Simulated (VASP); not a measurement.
A convergence study with VASP on Cr (space group no. 229 when undisturbed): one setting is varied, all else stays as given below, so the limit is that of these other settings. One atom is moved off its site, so that forces are finite.

```xyz
2
Lattice="2.8714 0.0000 0.0000 0.0000 2.8714 0.0000 0.0000 0.0000 2.8714" Properties=species:S:1:pos:R:3 pbc="T T T"
Cr     0.0000     0.0000     0.0500
Cr     1.4357     1.4357     1.4357
```
Starting moments (μB, in the order of the record's atoms Cr Cr): 1.5 -1.5.

Computed with PBE GGA, VASP's PBE PAW potentials (set 64) (plane waves; VASP 6.6.1). The tightest run used: 720 eV cut-off, 11×11×11 Γ-centred mesh, Fermi-Dirac smearing of 0.10 eV, potentials Cr_pv.

| setting | E (eV/atom) | pressure (GPa) | largest force (eV/Å) | plane waves |
|---|---|---|---|---|
| ENCUT = 120 | 37.6174 | -3143.10 | 3.783 | 81 |
| ENCUT = 135 | 11.8596 | -1934.49 | 2.242 | 90 |
| ENCUT = 150 | 0.8435 | -1181.71 | 1.338 | 103 |
| ENCUT = 165 | -4.3708 | -727.12 | 0.515 | 124 |
| ENCUT = 180 | -7.0081 | -443.66 | 0.044 | 139 |
| ENCUT = 210 | -8.9175 | -155.89 | 0.150 | 174 |
| ENCUT = 240 | -9.3956 | -47.60 | 0.261 | 207 |

Q: These are the cheaper rows. Estimate the results at ENCUT = 720, and how far the last row shown lies from them.

A: 
```tsv
quantity	tightest run	last row shown is off by
E (eV/atom)	-9.5275	0.1318
pressure (GPa)	-1.35	-46.25
largest force (eV/Å)	0.289	-0.028
```

VASP warned of too few bands at ENCUT = 120.

Left out are rungs that failed or repeat a setting and relaxations that didn't move; long series are thinned to 24 rows.

The structure is a typed Cr crystal (space group no. 229). The cell was not relaxed at this level, it is distorted from the ideal structure. VASP warned that the highest band is occupied, so more bands are needed.
